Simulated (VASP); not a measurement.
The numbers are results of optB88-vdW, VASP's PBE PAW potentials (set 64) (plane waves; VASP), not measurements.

A VASP calculation is set up with these files.

POSCAR:
```
GdN
1
    0.0000000000     2.4604299614     2.4604299614
    2.4604299614     0.0000000000     2.4604299614
    2.4604299614     2.4604299614     0.0000000000
Gd N
1 1
Direct
  0.0000000000   0.0000000000   0.0000000000
  0.5000000000   0.5000000000   0.5000000000
```

File KPOINTS:
```
kpoints
0
G
 9 9 9
```

### INCAR
```
SYSTEM  =  GdN
PREC  =  Accurate; ENCUT  =  520; LREAL  =  .FALSE.
LASPH  =  .TRUE.
EDIFF  =  1E-7; NELM  =  100; ALGO  =  Normal
LMAXMIX  =  6
ISMEAR  =  0; SIGMA  =  0.05
GGA  =  BO; LUSE_VDW  =  .TRUE.; AGGAC  =  0.0
PARAM1  =  0.1833333333; PARAM2  =  0.22
ISIF  =  2
LWAVE  =  .FALSE.; LCHARG  =  .FALSE.
```

POTCAR, in this order: Gd_3 N (PBE.64 set). Program: vasp_std.

The resulting files:

OSZICAR:
```
       N       E                     dE             d eps       ncg     rms          rms(c)
DAV:   1     0.516599780838E+02    0.51660E+02   -0.68591E+03   770   0.119E+03
DAV:   2    -0.122803534070E+02   -0.63940E+02   -0.59835E+02  1056   0.234E+02
DAV:   3    -0.150915206617E+02   -0.28112E+01   -0.27925E+01   985   0.424E+01
DAV:   4    -0.151216122819E+02   -0.30092E-01   -0.30058E-01   972   0.435E+00
DAV:   5    -0.151220426580E+02   -0.43038E-03   -0.43028E-03  1044   0.440E-01    0.282E+01
DAV:   6    -0.126589050910E+02    0.24631E+01   -0.21954E+01   899   0.287E+01    0.263E+01
DAV:   7    -0.124612944881E+02    0.19761E+00   -0.16430E+00   889   0.844E+00    0.181E+01
DAV:   8    -0.124658398704E+02   -0.45454E-02   -0.15518E-01   852   0.401E+00    0.637E+00
DAV:   9    -0.124601693123E+02    0.56706E-02   -0.15804E-02   986   0.105E+00    0.332E-01
DAV:  10    -0.124604298054E+02   -0.26049E-03   -0.47755E-04   989   0.206E-01    0.258E-01
DAV:  11    -0.124604376387E+02   -0.78333E-05   -0.37297E-05  1013   0.559E-02    0.266E-02
DAV:  12    -0.124604394629E+02   -0.18242E-05   -0.38007E-06   915   0.193E-02    0.905E-03
DAV:  13    -0.124604394165E+02    0.46364E-07   -0.71216E-07   988   0.581E-03
   1 F= -.12460439E+02 E0= -.12460286E+02  d E =-.306673E-03
```

OUTCAR:
```
------------------------ aborting loop because EDIFF is reached ----------------------------------------
  FORCE on cell =-STRESS in cart. coord.  units (eV):
  Direction    XX          YY          ZZ          XY          YZ          ZX
  --------------------------------------------------------------------------------------
  Total        0.9790941      0.9790941      0.9790941      0.0000000     -0.0000000     -0.0000000
  in kB       52.6589248     52.6589248     52.6589248      0.0000000     -0.0000000     -0.0000000
  external PRESSURE =      52.6589248 kB  Pullay stress =       0.0000000 kB
  volume of cell :       29.79
      direct lattice vectors                 reciprocal lattice vectors
     0.000000000  2.460429961  2.460429961    -0.203216514  0.203216514  0.203216514
     2.460429961  0.000000000  2.460429961     0.203216514 -0.203216514  0.203216514
     2.460429961  2.460429961  0.000000000     0.203216514  0.203216514 -0.203216514
 POSITION                                       TOTAL-FORCE (eV/Angst)
 -----------------------------------------------------------------------------------
      0.00000      0.00000      0.00000         0.000000     -0.000000     -0.000000
      2.46043      2.46043      2.46043         0.000000      0.000000      0.000000
 -----------------------------------------------------------------------------------
    total drift:                                0.000000      0.000000      0.000000
  FREE ENERGIE OF THE ION-ELECTRON SYSTEM (eV)
  ---------------------------------------------------
  free  energy   TOTEN  =       -12.4604394165 eV

  energy  without entropy=      -12.4601327440  energy(sigma->0) =      -12.46028608
```
(Selected blocks of OUTCAR.)

The 4f electrons are frozen in the core of the lanthanide potential, so 4f levels, which can set the real gap, and their magnetism are missing.

The compound is GdN in the rock salt structure. This cell is one point of a volume scan, at 0.97 of the reference volume.
